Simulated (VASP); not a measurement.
Output of a VASP run:

OSZICAR:
```
       N       E                     dE             d eps       ncg     rms          rms(c)
DAV:   1     0.520935096824E+03    0.52094E+03   -0.28149E+04  1312   0.168E+03
DAV:   2    -0.104504871151E+02   -0.53139E+03   -0.52063E+03  1404   0.459E+02
DAV:   3    -0.454346617443E+02   -0.34984E+02   -0.34372E+02  1537   0.102E+02
DAV:   4    -0.462427124626E+02   -0.80805E+00   -0.79825E+00  1507   0.154E+01
DAV:   5    -0.462593629657E+02   -0.16651E-01   -0.16640E-01  1494   0.201E+00    0.392E+01
DAV:   6    -0.450462213383E+02    0.12131E+01   -0.41010E+00  1540   0.129E+01    0.165E+01
DAV:   7    -0.448275559886E+02    0.21867E+00   -0.23475E+00  1481   0.661E+00    0.469E+00
DAV:   8    -0.447316400653E+02    0.95916E-01   -0.54969E-01  1525   0.405E+00    0.130E+00
DAV:   9    -0.447308984469E+02    0.74162E-03   -0.35063E-02  1542   0.971E-01    0.774E-01
DAV:  10    -0.447291624854E+02    0.17360E-02   -0.14551E-02  1535   0.790E-01    0.190E-01
DAV:  11    -0.447291014137E+02    0.61072E-04   -0.10815E-03  1492   0.208E-01    0.800E-02
DAV:  12    -0.447290889274E+02    0.12486E-04   -0.64298E-05  1539   0.475E-02    0.257E-02
DAV:  13    -0.447290904047E+02   -0.14774E-05   -0.82343E-06  1348   0.167E-02    0.482E-03
DAV:  14    -0.447290902429E+02    0.16180E-06   -0.31342E-07   942   0.471E-03
   1 F= -.27149050E+02 E0= -.27149048E+02  d E =-.271491E+02
```

File OUTCAR:
```
------------------------ aborting loop because EDIFF is reached ----------------------------------------
  FORCE on cell =-STRESS in cart. coord.  units (eV):
  Direction    XX          YY          ZZ          XY          YZ          ZX
  --------------------------------------------------------------------------------------
  Total       17.6512457     17.6512187     17.6489231      0.0000000      0.0000000      0.0000000
  in kB      301.2151088    301.2146476    301.1754736      0.0000000      0.0000000      0.0000000
  external PRESSURE =       1.2017433 kB  Pullay stress =     300.0000000 kB
  volume of cell :       93.89
      direct lattice vectors                 reciprocal lattice vectors
     1.532941928 -2.655131272  0.000000000     0.326170216 -0.188314606  0.000000000
     1.532941928  2.655131272  0.000000000     0.326170216  0.188314606  0.000000000
     0.000000000  0.000000000 11.533669297     0.000000000  0.000000000  0.086702677
 POSITION                                       TOTAL-FORCE (eV/Angst)
 -----------------------------------------------------------------------------------
      1.53294      0.88505      2.88342        -0.000000     -0.000000      0.000000
      1.53294     -0.88505      8.65025        -0.000000      0.000000      0.000000
      1.53294      0.88505     10.35206         0.000000      0.000000      0.007963
      1.53294     -0.88505      4.58523         0.000000     -0.000000      0.007963
      1.53294     -0.88505      1.18161         0.000000     -0.000000     -0.007963
      1.53294      0.88505      6.94844        -0.000000      0.000000     -0.007963
 -----------------------------------------------------------------------------------
    total drift:                                0.000000      0.000940     -0.000035
  FREE ENERGIE OF THE ION-ELECTRON SYSTEM (eV)
  ---------------------------------------------------
  free  energy   TOTEN  =       -44.7290902429 eV

  energy  without entropy=      -44.7290854627  energy(sigma->0) =      -44.72908785
  enthalpy is  TOTEN    =       -27.1490500579 eV   P V=       17.5800401850

 reached required accuracy - stopping structural energy minimisation
```
(Selected blocks of OUTCAR.)

POSCAR:
```
WSe2
1
    1.5329419280    -2.6551312715    -0.0000000000
    1.5329419280     2.6551312715     0.0000000000
   -0.0000000000    -0.0000000000    11.5336692970
W Se
2 4
Direct
  0.3333330000   0.6666670000   0.2500000000
  0.6666670000   0.3333330000   0.7500000000
  0.3333330000   0.6666670000   0.8975516822
  0.6666670000   0.3333330000   0.3975516822
  0.6666670000   0.3333330000   0.1024483178
  0.3333330000   0.6666670000   0.6024483178
```

Problem. Reconstruct the remaining input files.

Solution. One answer among several that fit: the input of the run itself, PBEsol GGA, plane waves, VASP's PBE PAW potentials (set 64).

### KPOINTS
```
Automatic mesh
0
Gamma
8 8 2
0 0 0
```

**INCAR**
```
ENCUT = 500
ISMEAR = 0
EDIFF = 1E-6   ! SCF stop (eV)
EDIFFG = -0.02   ! ionic stop
GGA = PS   ! PBEsol
LWAVE = .FALSE.
ALGO = Normal   ! blocked Davidson
IBRION = 2   ! conjugate gradients
ISIF = 3
LCHARG = .FALSE.
PREC = Accurate
NELM = 100
LMAXMIX = 6
PSTRESS = 300   ! kbar
SIGMA = 0.05
LASPH = .TRUE.   ! aspherical one-centre terms
LREAL = .FALSE.   ! projection in real space or not
SYSTEM = WSe2
NSW = 40   ! most ionic steps
```

POTCAR, in this order: W_sv Se (PBE.64 set). Program: vasp_std.

Without a dispersion term in the relaxation, distances and binding between the weakly bound layers, chains or molecules are unreliable, and so is what depends on them.

The compound is WSe2 in the 2H layered structure. It was relaxed first under an external pressure of 30 GPa.
